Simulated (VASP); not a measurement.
An input for Quantum ESPRESSO's pw.x (written as the equivalent of a VASP run, and not itself run):

```
&CONTROL
  calculation = 'vc-relax'
  pseudo_dir = './pseudo'
  outdir = './out'
  tprnfor = .true.
  tstress = .true.
  nstep = 40
  forc_conv_thr = 0.00078
/
&SYSTEM
  ibrav = 0
  nat = 4
  ntyp = 2
  ecutwfc = 84
  occupations = 'smearing'
  smearing = 'gaussian'
  degauss = 0.003675
  input_dft = 'pbesol'
/
&ELECTRONS
  conv_thr = 7.3e-08
  electron_maxstep = 100
/
&IONS
/
&CELL
  press = 450
/
ATOMIC_SPECIES
  B 10.810 B.upf
  N 14.007 N.upf
CELL_PARAMETERS angstrom
     1.2317139   -2.1333921    0.0000000
     1.2317139    2.1333921    0.0000000
     0.0000000    0.0000000    5.0105296
ATOMIC_POSITIONS crystal
  B    0.3333330  0.6666670  0.2500000
  B    0.6666670  0.3333330  0.7500000
  N    0.6666670  0.3333330  0.2500000
  N    0.3333330  0.6666670  0.7500000
K_POINTS automatic
  10 10 5 0 0 0
```

**Question.** Translate this input to VASP (INCAR, KPOINTS, POSCAR, choice of POTCAR).

**Answer.** This is not unique; one that fits is 
### INCAR
```
SYSTEM = BN
PREC = Accurate
ENCUT = 620
EDIFF = 1E-6
NELM = 100
ALGO = Normal
LREAL = .FALSE.
LASPH = .TRUE.
ISMEAR = 0
SIGMA = 0.05
GGA = PS
LWAVE = .FALSE.
LCHARG = .FALSE.
IBRION = 2
ISIF = 3
NSW = 40
EDIFFG = -0.02
PSTRESS = 450
```

POSCAR:
```
BN
1
    1.2317138776    -2.1333921058     0.0000000000
    1.2317138776     2.1333921058     0.0000000000
    0.0000000000     0.0000000000     5.0105295653
B N
2 2
Direct
  0.3333330000   0.6666670000   0.2500000000
  0.6666670000   0.3333330000   0.7500000000
  0.6666670000   0.3333330000   0.2500000000
  0.3333330000   0.6666670000   0.7500000000
```

KPOINTS:
```
Automatic mesh
0
Gamma
10 10 5
0 0 0
```

POTCAR, in this order: B N (PBE.64 set). Program: vasp_std.

What does not carry over: the potentials are each code's own (VASP's PAW set, PseudoDojo norm-conserving files in pw.x), so ENCUT and ecutwfc are chosen apart and not converted; conv_thr bounds pw.x's estimated SCF error, while EDIFF bounds the energy change between steps; forc_conv_thr acts on force components and is met together with etot_conv_thr.

The compound is BN in the hex structure. This run relaxes it under an external pressure of 45 GPa. Symmetry was kept, so distortions that lower it aren't found.
